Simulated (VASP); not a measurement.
# Sn2GeO3 (P4/mmm) in VASP: a series of runs

Runs on Sn2GeO3. Level: PBE. Tasks: relaxation of cell and atoms.

Program: VASP 6.6.1. These are calculated values, not measurements. Logs are shortened: lines on timing, memory, paths and dates and some standing lists are left out, and cuts for length are marked.

## Step 1: The crystal as given

It takes space group P4/mmm (No. 123, tetragonal). The conventional cell has a = 3.393 Å, b = 3.393 Å, c = 10.743 Å, α = 90.00°, β = 90.00°, γ = 90.00°. Sn (site symmetry 4mm) has 8 O at 2.92 to 2.99 Å as nearest neighbours. Ge (site symmetry 4/mmm) is surrounded by 8 O at 3.07 Å and 4 Ge at 3.39 Å. O (site symmetry 4mm) is surrounded by 4 Sn at 2.92 Å and 4 Ge at 3.07 Å. O (site symmetry 4/mmm) is surrounded by 8 Sn at 2.99 Å and 4 O at 3.39 Å.

The cell was built by a generator and needn't be a form met in nature.

## Step 2: Relaxation of cell and atoms, PBE

INCAR

```
PREC = Normal ; ENCUT = 520
EDIFF = 1E-4 ; ISMEAR = 0
SIGMA = 0.15 ; LREAL = False
LASPH = True ; NELM = 60
ALGO = Fast ; ISIF = 3
LWAVE = False ; LCHARG = False
GGA = PE ; IBRION = 2
NSW = 24 ; EDIFFG = -0.08
KPAR = 2
```

KPOINTS

```
regular mesh
0
Gamma
  4 4 2
```

POSCAR

```
Sn2GeO3
1.0
    3.3927983600      0.0000000000      0.0000000000
    0.0000000000      3.3927983600      0.0000000000
    0.0000000000      0.0000000000     10.7433424800
Sn Ge O
2 1 3
Direct
    0.0000000000      0.0000000000      0.3334420000
    0.0000000000      0.0000000000      0.6665580000
    0.0000000000      0.0000000000      0.0000000000
    0.5000000000      0.5000000000      0.1787200000
    0.5000000000      0.5000000000      0.5000000000
    0.5000000000      0.5000000000      0.8212800000
```

Potentials or basis: VASP PAW PBE potentials, release 64 (Sn_d, Ge_d, O).

Command:

```console
> cat potpaw_PBE.64/Sn_d/POTCAR potpaw_PBE.64/Ge_d/POTCAR potpaw_PBE.64/O/POTCAR > POTCAR
> mpirun -np 2 vasp_std > vasp.out
```

OUTCAR:

```text
PREC = Normal
   ENCUT = 520
   EDIFF = 1E-4
   ISMEAR = 0
   LREAL = False
   LASPH = True
   NELM = 60
   ISIF = 3
   GGA = PE
   IBRION = 2
   NSW = 24
   EDIFFG = -0.08

 ion  position               nearest neighbor table
   1  0.000  0.000  0.333-   2 3.58
   2  0.000  0.000  0.667-   1 3.58
   3  0.000  0.000  0.000-
   4  0.500  0.500  0.179-
   5  0.500  0.500  0.500-
   6  0.500  0.500  0.821-

  LATTYP: Found a simple tetragonal cell.
 ALAT       =     3.3927983600
 C/A-ratio  =     3.1665136976

  Lattice vectors:

 A1 = (   3.3927983600,   0.0000000000,   0.0000000000)
 A2 = (   0.0000000000,   3.3927983600,   0.0000000000)
 A3 = (   0.0000000000,   0.0000000000,  10.7433424800)

Analysis of symmetry for initial positions (statically):
=====================================================================
 Subroutine PRICEL returns:
 Original cell was already a primitive cell.

 Routine SETGRP: Setting up the symmetry group for a
 simple tetragonal supercell.

 Subroutine GETGRP returns: Found 16 space group operations
 (whereof 16 operations were pure point group operations)
 out of a pool of 16 trial point group operations.

The static configuration has the point symmetry D_4h.

Analysis of symmetry for dynamics (positions and initial velocities):
=====================================================================
 Subroutine PRICEL returns:
 Original cell was already a primitive cell.

 Routine SETGRP: Setting up the symmetry group for a
 simple tetragonal supercell.

 Subroutine GETGRP returns: Found 16 space group operations
 (whereof 16 operations were pure point group operations)
 out of a pool of 16 trial point group operations.

The dynamic configuration has the point symmetry D_4h.

 Subroutine INISYM returns: Found 16 space group operations
 (whereof 16 operations are pure point group operations),
 and found     1 'primitive' translations

----------------------------------------------------------------------------------------

                                     Primitive cell

  volume of cell :     123.6675

  direct lattice vectors                    reciprocal lattice vectors
     3.392798360  0.000000000  0.000000000     0.294741949  0.000000000  0.000000000
     0.000000000  3.392798360  0.000000000     0.000000000  0.294741949  0.000000000
     0.000000000  0.000000000 10.743342480     0.000000000  0.000000000  0.093080901

  length of vectors
     3.392798360  3.392798360 10.743342480     0.294741949  0.294741949  0.093080901

  position of ions in fractional coordinates (direct lattice)
     0.000000000  0.000000000  0.333442000
     0.000000000  0.000000000  0.666558000
     0.000000000  0.000000000  0.000000000
     0.500000000  0.500000000  0.178720000
     0.500000000  0.500000000  0.500000000
     0.500000000  0.500000000  0.821280000

  ion indices of the primitive-cell ions
   primitive index   ion index
                 1           1
                 2           2
                 3           3
                 4           4
                 5           5
                 6           6

----------------------------------------------------------------------------------------

 KPOINTS: regular mesh

Automatic generation of k-mesh.
 Grid dimensions read from file:
 generate k-points for:    4    4    2

 Generating k-lattice:

  Cartesian coordinates                     Fractional coordinates (reciprocal lattice)
     0.073685487  0.000000000  0.000000000     0.250000000  0.000000000  0.000000000
     0.000000000  0.073685487  0.000000000     0.000000000  0.250000000  0.000000000
     0.000000000  0.000000000  0.046540451     0.000000000  0.000000000  0.500000000

  Length of vectors
     0.073685487  0.073685487  0.046540451

  Shift w.r.t. Gamma in fractional coordinates (k-lattice)
     0.000000000  0.000000000  0.000000000

 Subroutine IBZKPT returns following result:
 ===========================================

 Found     12 irreducible k-points:

 Following reciprocal coordinates:
            Coordinates               Weight
  0.000000  0.000000  0.000000      1.000000
  0.250000  0.000000  0.000000      4.000000
  0.500000  0.000000  0.000000      2.000000
  0.250000  0.250000  0.000000      4.000000
  0.500000  0.250000  0.000000      4.000000
  0.500000  0.500000  0.000000      1.000000
  0.000000  0.000000  0.500000      1.000000
  0.250000  0.000000  0.500000      4.000000
  0.500000  0.000000  0.500000      2.000000
  0.250000  0.250000  0.500000      4.000000
  0.500000  0.250000  0.500000      4.000000
  0.500000  0.500000  0.500000      1.000000
   k-points           NKPTS =     12   k-points in BZ     NKDIM =     12   number of bands    NBANDS=     36
   number of dos      NEDOS =    301   number of ions     NIONS =      6
   total plane-waves  NPLWV =  24000
   dimension x,y,z NGX =    20 NGY =   20 NGZ =   60
   dimension x,y,z NGXF=    40 NGYF=   40 NGZF=  120
   ions per type =               2   1   3
   NGX,Y,Z   is equivalent  to a cutoff of   9.80,  9.80,  9.28 a.u.
   NGXF,Y,Z  is equivalent  to a cutoff of  19.60, 19.60, 18.57 a.u.
 SYSTEM =  unknown system
   PREC   = normal    normal or accurate (medium, high low for compatibility)
   ISTART =      0    job   : 0-new  1-cont  2-samecut
   ICHARG =      2    charge: 1-file 2-atom 10-const
   ISPIN  =      1    spin polarized calculation?
   LNONCOLLINEAR =      F non collinear calculations
   LSORBIT =      F    spin-orbit coupling
   LASPH  =      T    aspherical Exc in radial PAW
   ENCUT  =  520.0 eV  38.22 Ry    6.18 a.u.   6.31  6.31 19.98*2*pi/ulx,y,z
   NELM   =     60;   NELMIN=  2; NELMDL= -5     # of ELM steps
   EDIFF  = 0.1E-03   stopping-criterion for ELM
   LREAL  =      F    real-space projection
   EDIFFG = -.8E-01   stopping-criterion for IOM
   NSW    =     24    number of steps for IOM
   IBRION =      2    ionic relax: 0-MD 1-quasi-New 2-CG
   NFREE  =      1    steps in history (QN), initial steepest desc. (CG)
   ISIF   =      3    stress and relaxation
   ISYM   =      2    0-nonsym 1-usesym 2-fastsym
   POTIM  = 0.5000    time-step for ionic-motion
   TEBEG  =    0.0;   TEEND  =   0.0 temperature during run
   PSTRESS=    0.0 pullay stress
   NELECT =      60.0000    total number of electrons
   NUPDOWN=      -1.0000    fix difference up-down
   EMIN   =  10.00;   EMAX   =-10.00  energy-range for DOS
   EFERMI =   0.00;   METHOD = LEGACY
   ISMEAR =     0;   SIGMA  =   0.15  broadening in eV -4-tet -1-fermi 0-gaus
   EFERMI_NEDOS =   21; number of points for ismear=-14 and -15
   IALGO  =     68    algorithm
   IMIX   =      4    mixing-type and parameters
     AMIX     =   0.40;   BMIX     =  1.00
     AMIX_MAG =   1.60;   BMIX_MAG =  1.00
  volume/ion in A,a.u.               =      20.61       139.09
  Fermi-wavevector in a.u.,A,eV,Ry     =   1.286392  2.430929 22.514988  1.654805
  Thomas-Fermi vector in A             =   2.418469
   LORBIT       =      0    0 simple, 1 ext, 2 COOP (PROOUT), +10 PAW based schemes
   GGA     = PE    functional components
   LHFCALC =     F    Hartree Fock is set to
   AEXX    =    0.0000 exact exchange contribution
   IVDW    =     0    specifies the selected vdW correction
   LEPSILON=     F    determine dielectric tensor
   LRPA    =     F    only Hartree local field effects (RPA)
 conjugate gradient relaxation of ions
 non-spin polarized calculation
 RMM-DIIS sequential band-by-band and
 Gauss-broadening in eV      SIGMA  =   0.15
  energy-cutoff  :      520.00
  volume of cell :      123.67
 maximum number of plane-waves:      3366
   NGX = 13   NGY = 13   NGZ = 39

--------------------------------------- Ionic step        1  -------------------------------------------

 number of electron      59.9999945 magnetization

 Free energy of the ion-electron system (eV)
  ---------------------------------------------------
  ext. energy  EPLUGINS =         0.00000000
  ---------------------------------------------------
  free energy    TOTEN  =       -26.78790603 eV

  energy without entropy =      -26.76499670  energy(sigma->0) =      -26.77645136

 E-fermi :   3.3598     XC(G=0):  -9.6309

 val. band max:        3.3472257876   @ k =   0.0000   0.0000   0.5000
 cond. band min:       3.4325808461   @ k =   0.5000   0.5000   0.5000
 fundamental gap:      0.0853550585
 Fermi energy:         3.3597808385

 k-point     1 :       0.0000    0.0000    0.0000
  band No.  band energies     occupation
      1     -22.2617      2.00000
      2     -22.2544      2.00000
      3     -22.2338      2.00000
      4     -22.2338      2.00000
      5     -22.2284      2.00000
      6     -17.9999      2.00000
[... 719 lines left out ...]
 POSITION                                       TOTAL-FORCE (eV/Angst)
 -----------------------------------------------------------------------------------
      0.00000     -0.00000      2.96249         0.000000     -0.000000      0.026447
      3.08665     -0.00000      6.08993        -0.000000      0.000000     -0.026447
      0.00000     -0.00000      9.05241         0.000000     -0.000000      0.000000
      1.54333      1.54333      1.45341        -0.000000      0.000000     -0.142115
      1.54333      1.54333      4.52621         0.000000     -0.000000      0.000000
      1.54333      1.54333      7.59900         0.000000     -0.000000      0.142115
 -----------------------------------------------------------------------------------
    total drift:                               -0.000000     -0.000000      0.000000

  FREE ENERGIE OF THE ION-ELECTRON SYSTEM (eV)
  ---------------------------------------------------
  free  energy   TOTEN  =       -29.6511708212 eV

  energy  without entropy=      -29.6409292078  energy(sigma->0) =      -29.64605001

--------------------------------------- Ionic step        8  -------------------------------------------

 number of electron      60.0000088 magnetization

 Free energy of the ion-electron system (eV)
  ---------------------------------------------------
  ext. energy  EPLUGINS =         0.00000000
  ---------------------------------------------------
  free energy    TOTEN  =       -29.65766137 eV

  energy without entropy =      -29.64511536  energy(sigma->0) =      -29.65138836

 E-fermi :   7.3752     XC(G=0): -11.4132

 val. band max:        7.3705424249   @ k =   0.5000   0.0000   0.5000
 cond. band min:       7.4854404850   @ k =   0.5000   0.5000   0.5000
 fundamental gap:      0.1148980601
 Fermi energy:         7.3751829959

 k-point     1 :       0.0000    0.0000    0.0000
  band No.  band energies     occupation
      1     -17.6018      2.00000
      2     -17.5750      2.00000
      3     -17.5252      2.00000
      4     -17.5252      2.00000
      5     -17.5154      2.00000
      6     -14.2474      2.00000
[... 479 lines left out ...]
 POSITION                                       TOTAL-FORCE (eV/Angst)
 -----------------------------------------------------------------------------------
      0.00000      3.07949      2.97174         0.000000     -0.000000      0.079373
      0.00000     -0.00000      6.13179        -0.000000      0.000000     -0.079373
      0.00000      0.00000     -0.00000         0.000000      0.000000      0.000000
      1.53975      1.53975      1.43953        -0.000000      0.000000     -0.048874
      1.53975      1.53975      4.55177        -0.000000      0.000000      0.000000
      1.53975      1.53975      7.66400         0.000000     -0.000000      0.048874
 -----------------------------------------------------------------------------------
    total drift:                                0.000000      0.000000      0.000000

  FREE ENERGIE OF THE ION-ELECTRON SYSTEM (eV)
  ---------------------------------------------------
  free  energy   TOTEN  =       -29.6576613691 eV

  energy  without entropy=      -29.6451153559  energy(sigma->0) =      -29.65138836

 reached required accuracy - stopping structural energy minimisation
```

Run time: 85 s. Hardware: 2 MPI ranks of Intel Xeon Platinum 8488C (Sapphire Rapids), shared host; peak memory 0.19 GiB.

What came out:

| Property | Result |
| --- | --- |
| Free energy | -29.6577 eV |
| Relaxed volume | 14.39 Å³/atom |
| Relaxed cell | a = 3.079 Å, b = 3.079 Å, c = 9.104 Å, α = 90.00°, β = 90.00°, γ = 90.00° |
| Space group after relaxing (to 0.05 Å) | P4/mmm (No. 123) |
| Energy gained by relaxing | 478.3 meV/atom |
| Ionic steps | 8 |
| Pressure after relaxing | -0.2 GPa |
| Largest force after relaxing | 0.079 eV/Å |
| Band gap on the k mesh | none (metal or under the smearing width) |

Forces on the atoms (eV/Å):
```
Sn   0.000  0.000  0.079
Sn   0.000  0.000 -0.079
Ge   0.000  0.000  0.000
O    0.000  0.000 -0.049
O    0.000  0.000  0.000
O    0.000  0.000  0.049
```

Stress tensor (GPa, compression positive):
```
-0.33  0.00  0.00
 0.00 -0.33  0.00
 0.00  0.00  0.20
```

Step by step:
```csv
step,energy change (eV),largest force (eV/Å),pressure (GPa),volume (Å³)
1,0.0000,0.1756,-16.22,123.67
2,-2.6404,0.6688,-3.43,89.92
3,-2.6825,0.7511,0.33,86.64
4,-2.7539,0.6189,-0.20,86.48
5,-2.8231,0.2101,0.27,85.94
6,-2.8271,0.3396,0.16,86.07
7,-2.8633,0.1421,-0.22,86.25
8,-2.8698,0.0794,-0.15,86.33
```

Final structure:
```
Sn Ge O
1.0
     3.07949    0.00000    0.00000
     0.00000    3.07949    0.00000
     0.00000    0.00000    9.10353
Sn Ge O
2 1 3
Direct
  0.00000 0.00000 0.32644
  0.00000 0.00000 0.67356
  0.00000 0.00000 0.00000
  0.50000 0.50000 0.15813
  0.50000 0.50000 0.50000
  0.50000 0.50000 0.84187
```

Levels at points of the mesh, in eV from the Fermi level:
```tsv
k point	band 28	band 29	band 30	band 31	band 32	band 33
(0.00, 0.00, 0.00)	-1.83	-1.83	-1.75	2.06	2.30	6.44
(0.50, 0.00, 0.00)	-1.52	-1.48	-0.83	0.51	2.67	2.74
(0.50, 0.50, 0.00)	-2.92	-2.79	-1.36	1.25	1.25	1.28
(0.00, 0.00, 0.50)	-1.63	-1.63	-1.00	0.48	4.94	5.20
(0.50, 0.00, 0.50)	-1.45	-0.42	0.00	0.82	0.93	3.40
(0.50, 0.50, 0.50)	-2.06	-1.78	-1.49	-0.12	0.11	0.11
```

Caveat: the k mesh is coarse (spacing up to 0.46 Å⁻¹), so the values aren't converged; the volume moved by over 15 % at a fixed basis, so the end points are rough; the relaxation stopped at a loose force limit of 0.08 eV/Å, so its end isn't a converged minimum.

(Part 1 of 2 ends here.)
